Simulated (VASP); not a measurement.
# Sc3Te (Fm-3m) in VASP: a series of runs

The runs below take Sc3Te through relaxation of cell and atoms, with PBE.

Everything below comes from runs of VASP 6.6.1. Logs are shortened: lines on timing, memory, paths and dates and some standing lists are left out, and cuts for length are marked.

## Step 1: Starting point

The structure is cubic, space group Fm-3m (No. 225). Conventional cell: a = 7.139 Å, b = 7.139 Å, c = 7.139 Å, α = 90.00°, β = 90.00°, γ = 90.00°. Sc (site symmetry -43m) has 4 Sc at 3.09 Å and 4 Te at 3.09 Å as nearest neighbours. Sc (site symmetry m-3m) has 8 Sc at 3.09 Å as nearest neighbours. Te (site symmetry m-3m) is surrounded by 8 Sc at 3.09 Å.

The cell was built by a generator and needn't be a form met in nature.

## Step 2: Relaxation of cell and atoms, PBE, target pressure 10 GPa, at which the enthalpy is minimised

Contents of INCAR:

```
PREC = Accurate
ENCUT = 600
EDIFF = 1E-6
ISMEAR = -1
SIGMA = 0.05
LREAL = F
LASPH = T
NELM = 60
ALGO = Fast
ISIF = 3
LWAVE = F
LCHARG = F
GGA = PE
IBRION = 2
NSW = 40
EDIFFG = -0.02
PSTRESS = 100
```

Contents of KPOINTS:

```
Automatic mesh
0
Gamma
  5 5 5
```

Contents of POSCAR:

```
Sc3Te
1.0
    0.0000000000      3.5695000000      3.5695000000
    3.5695000000      0.0000000000      3.5695000000
    3.5695000000      3.5695000000      0.0000000000
Sc Te
3 1
Direct
    0.2500000000      0.2500000000      0.2500000000
    0.7500000000      0.7500000000      0.7500000000
    0.5000000000      0.5000000000      0.5000000000
    0.0000000000      0.0000000000      0.0000000000
```

Potentials or basis: VASP PAW PBE potentials, release 64 (Sc_sv, Te).

Command:

```sh
$ cat potpaw_PBE.64/Sc_sv/POTCAR potpaw_PBE.64/Te/POTCAR > POTCAR
$ mpirun -np 1 vasp_std > vasp.out
```

OUTCAR:

```text
PREC = Accurate
   ENCUT = 600
   EDIFF = 1E-6
   ISMEAR = -1
   LREAL = F
   LASPH = T
   NELM = 60
   ISIF = 3
   GGA = PE
   IBRION = 2
   NSW = 40
   EDIFFG = -0.02
   PSTRESS = 100

 ion  position               nearest neighbor table
   1  0.250  0.250  0.250-   3 3.09   4 3.09   4 3.09   4 3.09   4 3.09   3 3.09   3 3.09   3 3.09

   2  0.750  0.750  0.750-   3 3.09   4 3.09   3 3.09   3 3.09   3 3.09   4 3.09   4 3.09   4 3.09

   3  0.500  0.500  0.500-   1 3.09   2 3.09   1 3.09   1 3.09   1 3.09   2 3.09   2 3.09   2 3.09

   4  0.000  0.000  0.000-   1 3.09   2 3.09   2 3.09   2 3.09   2 3.09   1 3.09   1 3.09   1 3.09

  LATTYP: Found a face centered cubic cell.
 ALAT       =     7.1390000000

  Lattice vectors:

 A1 = (   0.0000000000,   3.5695000000,   3.5695000000)
 A2 = (   3.5695000000,   0.0000000000,   3.5695000000)
 A3 = (   3.5695000000,   3.5695000000,   0.0000000000)

Analysis of symmetry for initial positions (statically):
=====================================================================
 Subroutine PRICEL returns:
 Original cell was already a primitive cell.

 Routine SETGRP: Setting up the symmetry group for a
 face centered cubic supercell.

 Subroutine GETGRP returns: Found 48 space group operations
 (whereof 48 operations were pure point group operations)
 out of a pool of 48 trial point group operations.

The static configuration has the point symmetry O_h .

Analysis of symmetry for dynamics (positions and initial velocities):
=====================================================================
 Subroutine PRICEL returns:
 Original cell was already a primitive cell.

 Routine SETGRP: Setting up the symmetry group for a
 face centered cubic supercell.

 Subroutine GETGRP returns: Found 48 space group operations
 (whereof 48 operations were pure point group operations)
 out of a pool of 48 trial point group operations.

The dynamic configuration has the point symmetry O_h .

 Subroutine INISYM returns: Found 48 space group operations
 (whereof 48 operations are pure point group operations),
 and found     1 'primitive' translations

----------------------------------------------------------------------------------------

                                     Primitive cell

  volume of cell :      90.9604

  direct lattice vectors                    reciprocal lattice vectors
     0.000000000  3.569500000  3.569500000    -0.140075641  0.140075641  0.140075641
     3.569500000  0.000000000  3.569500000     0.140075641 -0.140075641  0.140075641
     3.569500000  3.569500000  0.000000000     0.140075641  0.140075641 -0.140075641

  length of vectors
     5.048035311  5.048035311  5.048035311     0.242618127  0.242618127  0.242618127

  position of ions in fractional coordinates (direct lattice)
     0.250000000  0.250000000  0.250000000
     0.750000000  0.750000000  0.750000000
     0.500000000  0.500000000  0.500000000
     0.000000000  0.000000000  0.000000000

  ion indices of the primitive-cell ions
   primitive index   ion index
                 1           1
                 2           2
                 3           3
                 4           4

----------------------------------------------------------------------------------------

 KPOINTS: Automatic mesh

Automatic generation of k-mesh.
 Grid dimensions read from file:
 generate k-points for:    5    5    5

 Generating k-lattice:

  Cartesian coordinates                     Fractional coordinates (reciprocal lattice)
    -0.028015128  0.028015128  0.028015128     0.200000000  0.000000000  0.000000000
     0.028015128 -0.028015128  0.028015128     0.000000000  0.200000000  0.000000000
     0.028015128  0.028015128 -0.028015128     0.000000000  0.000000000  0.200000000

  Length of vectors
     0.048523625  0.048523625  0.048523625

  Shift w.r.t. Gamma in fractional coordinates (k-lattice)
     0.000000000  0.000000000  0.000000000

 Subroutine IBZKPT returns following result:
 ===========================================

 Found     10 irreducible k-points:

 Following reciprocal coordinates:
            Coordinates               Weight
  0.000000  0.000000  0.000000      1.000000
  0.200000  0.000000  0.000000      8.000000
  0.400000  0.000000  0.000000      8.000000
  0.200000  0.200000  0.000000      6.000000
  0.400000  0.200000  0.000000     24.000000
 -0.400000  0.200000  0.000000     24.000000
 -0.200000  0.200000  0.000000     12.000000
  0.400000  0.400000  0.000000      6.000000
 -0.400000  0.400000  0.000000     12.000000
 -0.400000  0.400000  0.200000     24.000000
   k-points           NKPTS =     10   k-points in BZ     NKDIM =     10   number of bands    NBANDS=     23
   number of dos      NEDOS =    301   number of ions     NIONS =      4
   total plane-waves  NPLWV =  64000
   dimension x,y,z NGX =    40 NGY =   40 NGZ =   40
   dimension x,y,z NGXF=    80 NGYF=   80 NGZF=   80
   ions per type =               3   1
   NGX,Y,Z   is equivalent  to a cutoff of  13.17, 13.17, 13.17 a.u.
   NGXF,Y,Z  is equivalent  to a cutoff of  26.35, 26.35, 26.35 a.u.
 SYSTEM =  unknown system
   PREC   = accura    normal or accurate (medium, high low for compatibility)
   ISTART =      0    job   : 0-new  1-cont  2-samecut
   ICHARG =      2    charge: 1-file 2-atom 10-const
   ISPIN  =      1    spin polarized calculation?
   LNONCOLLINEAR =      F non collinear calculations
   LSORBIT =      F    spin-orbit coupling
   LASPH  =      T    aspherical Exc in radial PAW
   ENCUT  =  600.0 eV  44.10 Ry    6.64 a.u.  10.08 10.08 10.08*2*pi/ulx,y,z
   NELM   =     60;   NELMIN=  2; NELMDL= -5     # of ELM steps
   EDIFF  = 0.1E-05   stopping-criterion for ELM
   LREAL  =      F    real-space projection
   EDIFFG = -.2E-01   stopping-criterion for IOM
   NSW    =     40    number of steps for IOM
   IBRION =      2    ionic relax: 0-MD 1-quasi-New 2-CG
   NFREE  =      1    steps in history (QN), initial steepest desc. (CG)
   ISIF   =      3    stress and relaxation
   ISYM   =      2    0-nonsym 1-usesym 2-fastsym
   POTIM  = 0.5000    time-step for ionic-motion
   TEBEG  =    0.0;   TEEND  =   0.0 temperature during run
   PSTRESS=  100.0 pullay stress
   NELECT =      39.0000    total number of electrons
   NUPDOWN=      -1.0000    fix difference up-down
   EMIN   =  10.00;   EMAX   =-10.00  energy-range for DOS
   EFERMI =   0.00;   METHOD = LEGACY
   ISMEAR =    -1;   SIGMA  =   0.05  broadening in eV -4-tet -1-fermi 0-gaus
   EFERMI_NEDOS =   21; number of points for ismear=-14 and -15
   IALGO  =     68    algorithm
   IMIX   =      4    mixing-type and parameters
     AMIX     =   0.40;   BMIX     =  1.00
     AMIX_MAG =   1.60;   BMIX_MAG =  1.00
  volume/ion in A,a.u.               =      22.74       153.46
  Fermi-wavevector in a.u.,A,eV,Ry     =   1.234466  2.332802 20.733990  1.523905
  Thomas-Fermi vector in A             =   2.369155
   LORBIT       =      0    0 simple, 1 ext, 2 COOP (PROOUT), +10 PAW based schemes
   GGA     = PE    functional components
   LHFCALC =     F    Hartree Fock is set to
   AEXX    =    0.0000 exact exchange contribution
   IVDW    =     0    specifies the selected vdW correction
   LEPSILON=     F    determine dielectric tensor
   LRPA    =     F    only Hartree local field effects (RPA)
 conjugate gradient relaxation of ions
 non-spin polarized calculation
 RMM-DIIS sequential band-by-band and
  energy-cutoff  :      600.00
  volume of cell :       90.96
 maximum number of plane-waves:      3071
   NGX = 21   NGY = 21   NGZ = 21

--------------------------------------- Ionic step        1  -------------------------------------------

 number of electron      39.0000007 magnetization

 Free energy of the ion-electron system (eV)
  ---------------------------------------------------
  ext. energy  EPLUGINS =         0.00000000
  ---------------------------------------------------
  free energy    TOTEN  =       -22.62745904 eV

  energy without entropy =      -22.57497232  energy(sigma->0) =      -22.60121568

------------------------ aborting loop because EDIFF is reached ----------------------------------------

  FORCE on cell =-STRESS in cart. coord.  units (eV):
  Direction    XX          YY          ZZ          XY          YZ          ZX
  --------------------------------------------------------------------------------------
  -------------------------------------------------------------------------------------
  Total       -0.0090769     -0.0090769     -0.0090769      0.0000000      0.0000000      0.0000000
  in kB       -0.1598810     -0.1598810     -0.1598810      0.0000000      0.0000000      0.0000000
  external PRESSURE =    -100.1598810 kB  Pullay stress =     100.0000000 kB

 VOLUME and BASIS-vectors are now :
 -----------------------------------------------------------------------------
  energy-cutoff  :      600.00
  volume of cell :       90.96
      direct lattice vectors                 reciprocal lattice vectors
     0.000000000  3.569500000  3.569500000    -0.140075641  0.140075641  0.140075641
     3.569500000  0.000000000  3.569500000     0.140075641 -0.140075641  0.140075641
     3.569500000  3.569500000  0.000000000     0.140075641  0.140075641 -0.140075641
[... 50 lines left out ...]
  FREE ENERGIE OF THE ION-ELECTRON SYSTEM (eV)
  ---------------------------------------------------
  free  energy   TOTEN  =       -21.8124859969 eV

  energy  without entropy=      -21.7628911538  energy(sigma->0) =      -21.78768858

  enthalpy is  TOTEN    =       -17.2249842669 eV   P V=        4.5875017301

--------------------------------------- Ionic step        3  -------------------------------------------

 number of electron      39.0000003 magnetization

 Free energy of the ion-electron system (eV)
  ---------------------------------------------------
  ext. energy  EPLUGINS =         0.00000000
  ---------------------------------------------------
  free energy    TOTEN  =       -22.29796043 eV

  energy without entropy =      -22.25213347  energy(sigma->0) =      -22.27504695

 E-fermi :   7.7354     XC(G=0): -11.0156

 val. band max:        7.7133541555   @ k =   0.0000   0.0000   0.0000
 cond. band min:       7.7641957405   @ k =   0.2000   0.2000   0.0000
 fundamental gap:      0.0508415850
 Fermi energy:         7.7353767398

 k-point     1 :       0.0000    0.0000    0.0000
  band No.  band energies     occupation
      1     -41.4876      2.00000
      2     -41.3581      2.00000
      3     -41.2952      2.00000
      4     -20.2822      2.00000
      5     -20.2822      2.00000
      6     -20.2822      2.00000
[... 15 lines left out ...]
     22       7.7134      1.21673
     23      10.2877      0.00000
[... 254 lines left out ...]
 POSITION                                       TOTAL-FORCE (eV/Angst)
 -----------------------------------------------------------------------------------
      1.70461      1.70461      1.70461         0.000000      0.000000      0.000000
      5.11383      5.11383      5.11383        -0.000000     -0.000000     -0.000000
      3.40922      3.40922      3.40922        -0.000000      0.000000      0.000000
      0.00000      0.00000      0.00000        -0.000000      0.000000      0.000000
 -----------------------------------------------------------------------------------
    total drift:                               -0.000000     -0.000000      0.000000

  FREE ENERGIE OF THE ION-ELECTRON SYSTEM (eV)
  ---------------------------------------------------
  free  energy   TOTEN  =       -22.2979604277 eV

  energy  without entropy=      -22.2521334748  energy(sigma->0) =      -22.27504695

  enthalpy is  TOTEN    =       -17.3516013339 eV   P V=        4.9463590938

 reached required accuracy - stopping structural energy minimisation
```

It took 3 min on 1 thread of Intel Xeon Platinum 8259CL at 2.50GHz (Skylake/Cascade Lake), shared host; peak memory 0.26 GiB.

What came out:

```yaml
Free_energy: -22.2980 eV
Relaxed_volume: 19.81 Å³/atom
Relaxed_cell: a = 4.821 Å, b = 4.821 Å, c = 4.821 Å, α = 60.00°, β = 60.00°, γ = 60.00°
Space_group_after_relaxing_to_0.05_Å: Fm-3m (No. 225)
Energy_change_on_relaxing_the_enthalpy_is_what_falls: +82.4 meV/atom
Ionic_steps: 3
Pressure_after_relaxing: 10.0 GPa
Band_gap_on_the_k_mesh: none (metal or under the smearing width)
```

Step by step:
```tsv
step	energy change (eV)	largest force (eV/Å)	pressure (GPa)	volume (Å³)
1	0.0000	0.0000	-0.02	90.96
2	0.8150	0.0000	17.55	73.50
3	0.3295	0.0000	10.04	79.25
```

Final structure:
```
CELL_PARAMETERS angstrom
0.00000 3.40922 3.40922
3.40922 0.00000 3.40922
3.40922 3.40922 0.00000
ATOMIC_POSITIONS crystal
Sc 0.25000 0.25000 0.25000
Sc 0.75000 0.75000 0.75000
Sc 0.50000 0.50000 0.50000
Te 0.00000 0.00000 0.00000
```

Caveat: the cell is relaxed towards a set pressure, so the enthalpy falls and the energy may rise.

## Step 3: Relaxation of cell and atoms, PBE, target pressure 20 GPa, at which the enthalpy is minimised

INCAR: that of step 2 with these lines changed.

```diff
@@ -16,2 +16,2 @@
 EDIFFG = -0.02
-PSTRESS = 100
+PSTRESS = 200
```

KPOINTS is that of step 2.

POSCAR is that of step 2.

Potentials or basis: VASP PAW PBE potentials, release 64 (Sc_sv, Te).

Command:

```sh
$ cat potpaw_PBE.64/Sc_sv/POTCAR potpaw_PBE.64/Te/POTCAR > POTCAR
$ mpirun -np 1 vasp_std > vasp.out
```

OUTCAR:

```text
PREC = Accurate
   ENCUT = 600
   EDIFF = 1E-6
   ISMEAR = -1
   LREAL = F
   LASPH = T
   NELM = 60
   ISIF = 3
   GGA = PE
   IBRION = 2
   NSW = 40
   EDIFFG = -0.02
   PSTRESS = 200

 ion  position               nearest neighbor table
   1  0.250  0.250  0.250-   3 3.09   4 3.09   4 3.09   4 3.09   4 3.09   3 3.09   3 3.09   3 3.09

   2  0.750  0.750  0.750-   3 3.09   4 3.09   3 3.09   3 3.09   3 3.09   4 3.09   4 3.09   4 3.09

   3  0.500  0.500  0.500-   1 3.09   2 3.09   1 3.09   1 3.09   1 3.09   2 3.09   2 3.09   2 3.09

   4  0.000  0.000  0.000-   1 3.09   2 3.09   2 3.09   2 3.09   2 3.09   1 3.09   1 3.09   1 3.09

  LATTYP: Found a face centered cubic cell.
 ALAT       =     7.1390000000

  Lattice vectors:

 A1 = (   0.0000000000,   3.5695000000,   3.5695000000)
 A2 = (   3.5695000000,   0.0000000000,   3.5695000000)
 A3 = (   3.5695000000,   3.5695000000,   0.0000000000)

[... 206 lines left out ...]

 E-fermi :  10.9383     XC(G=0): -12.4834

 val. band max:       10.8864066232   @ k =   0.4000   0.4000   0.0000
 cond. band min:      10.9518240121   @ k =   0.4000   0.2000   0.0000
 fundamental gap:      0.0654173888
 Fermi energy:        10.9382975786

 k-point     1 :       0.0000    0.0000    0.0000
  band No.  band energies     occupation
      1     -37.8363      2.00000
      2     -37.3109      2.00000
      3     -37.2278      2.00000
      4     -16.7763      2.00000
      5     -16.7763      2.00000
      6     -16.7763      2.00000
[... 448 lines left out ...]
--------------------------------------- Ionic step        7  -------------------------------------------

 number of electron      38.9999998 magnetization

 Free energy of the ion-electron system (eV)
  ---------------------------------------------------
  ext. energy  EPLUGINS =         0.00000000
  ---------------------------------------------------
  free energy    TOTEN  =       -21.65540063 eV

  energy without entropy =      -21.60523053  energy(sigma->0) =      -21.63031558

 E-fermi :   8.6850     XC(G=0): -11.4493

 val. band max:        8.6020041203   @ k =   0.2000   0.0000   0.0000
 cond. band min:       8.6894545833   @ k =   0.0000   0.0000   0.0000
 fundamental gap:      0.0874504630
 Fermi energy:         8.6850350684

 k-point     1 :       0.0000    0.0000    0.0000
  band No.  band energies     occupation
      1     -40.3654      2.00000
      2     -40.1587      2.00000
      3     -40.0893      2.00000
      4     -19.2070      2.00000
      5     -19.2070      2.00000
      6     -19.2070      2.00000
[... 284 lines left out ...]
  energy  without entropy=      -21.6052305293  energy(sigma->0) =      -21.63031558

  enthalpy is  TOTEN    =       -12.6479497782 eV   P V=        9.0074508497

 reached required accuracy - stopping structural energy minimisation
```

Run time: 4.8 min. Hardware: 1 thread of Intel Xeon Platinum 8259CL at 2.50GHz (Skylake/Cascade Lake), shared host; peak memory 0.26 GiB.

What came out:

```yaml
Free_energy: -21.6554 eV
Relaxed_volume: 18.04 Å³/atom
Relaxed_cell: a = 4.673 Å, b = 4.673 Å, c = 4.673 Å, α = 60.00°, β = 60.00°, γ = 60.00°
Space_group_after_relaxing_to_0.05_Å: Fm-3m (No. 225)
Energy_change_on_relaxing_the_enthalpy_is_what_falls: +243.0 meV/atom
Ionic_steps: 7
Pressure_after_relaxing: 20.0 GPa
Band_gap_on_the_k_mesh: none (metal or under the smearing width)
```

The path:
```tsv
step	energy change (eV)	largest force (eV/Å)	pressure (GPa)	volume (Å³)
1	0.0000	0.0000	-0.02	90.96
2	4.2330	0.0000	62.52	58.45
3	0.8670	0.0000	18.55	73.04
4	0.9424	0.0000	19.54	72.40
5	0.9849	0.0000	20.20	72.06
6	0.9577	0.0000	19.77	72.27
7	0.9721	0.0000	20.00	72.16
```

Final structure:
```
Sc Te
1.0
     0.00000    3.30434    3.30434
     3.30434    0.00000    3.30434
     3.30434    3.30434    0.00000
Sc Te
3 1
Direct
  0.25000 0.25000 0.25000
  0.75000 0.75000 0.75000
  0.50000 0.50000 0.50000
  0.00000 0.00000 0.00000
```

Caveat: the cell is relaxed towards a set pressure, so the enthalpy falls and the energy may rise; the volume moved by over 15 % at a fixed basis, so the end points are rough. The run has no spin-orbit coupling, so splittings on Te are missing.

## Step 4: Relaxation of cell and atoms, PBE, target pressure 30 GPa, at which the enthalpy is minimised

INCAR: that of step 3 with these lines changed.

```diff
@@ -16,2 +16,2 @@
 EDIFFG = -0.02
-PSTRESS = 200
+PSTRESS = 300
```

KPOINTS is that of step 3.

POSCAR is that of step 3.

Command:

```sh
$ cat potpaw_PBE.64/Sc_sv/POTCAR potpaw_PBE.64/Te/POTCAR > POTCAR
$ mpirun -np 1 vasp_std > vasp.out
```

Run time: 4.7 min. Hardware: 1 thread of Intel Xeon Platinum 8259CL at 2.50GHz (Skylake/Cascade Lake), shared host; peak memory 0.26 GiB.

The run converged. Its results:

| Quantity | Value |
| --- | --- |
| Free energy | -20.9680 eV |
| Relaxed volume | 16.93 Å³/atom |
| Relaxed cell | a = 4.575 Å, b = 4.575 Å, c = 4.575 Å, α = 60.00°, β = 60.00°, γ = 60.00° |
| Space group after relaxing (to 0.05 Å) | Fm-3m (No. 225) |
| Energy change on relaxing (the enthalpy is what falls) | +414.9 meV/atom |
| Ionic steps | 5 |
| Pressure after relaxing | 30.0 GPa |
| Band gap on the k mesh | none (metal or under the smearing width) |

Step by step:
| step | energy change (eV) | largest force (eV/Å) | pressure (GPa) | volume (Å³) |
| --- | --- | --- | --- | --- |
| 1 | 0.0000 | 0.0000 | -0.02 | 90.96 |
| 2 | 12.6801 | 0.0000 | 164.08 | 45.61 |
| 3 | 1.2766 | 0.0000 | 24.55 | 69.96 |
| 4 | 1.5443 | 0.0000 | 28.40 | 68.34 |
| 5 | 1.6595 | 0.0000 | 29.97 | 67.71 |

Final structure:
```cif
data_structure
_symmetry_space_group_name_H-M 'P 1'
_symmetry_Int_Tables_number 1
_cell_length_a 4.5749
_cell_length_b 4.5749
_cell_length_c 4.5749
_cell_angle_alpha 60.000
_cell_angle_beta 60.000
_cell_angle_gamma 60.000
_cell_volume 67.71
loop_
_atom_site_label
_atom_site_type_symbol
_atom_site_fract_x
_atom_site_fract_y
_atom_site_fract_z
_atom_site_occupancy
Sc1 Sc 0.25000 0.25000 0.25000 1
Sc2 Sc 0.75000 0.75000 0.75000 1
Sc3 Sc 0.50000 0.50000 0.50000 1
Te1 Te 0.00000 0.00000 0.00000 1
```

Levels at points of the mesh, in eV from the Fermi level:
```tsv
k point	band 17	band 18	band 19	band 20	band 21	band 22
(0.00, 0.00, 0.00)	-2.28	-2.28	-0.51	0.05	0.05	0.05
```

Caveat: the cell is relaxed towards a set pressure, so the enthalpy falls and the energy may rise; the volume moved by over 15 % at a fixed basis, so the end points are rough. The run has no spin-orbit coupling, so splittings on Te are missing.

[end of part 1 of 2]
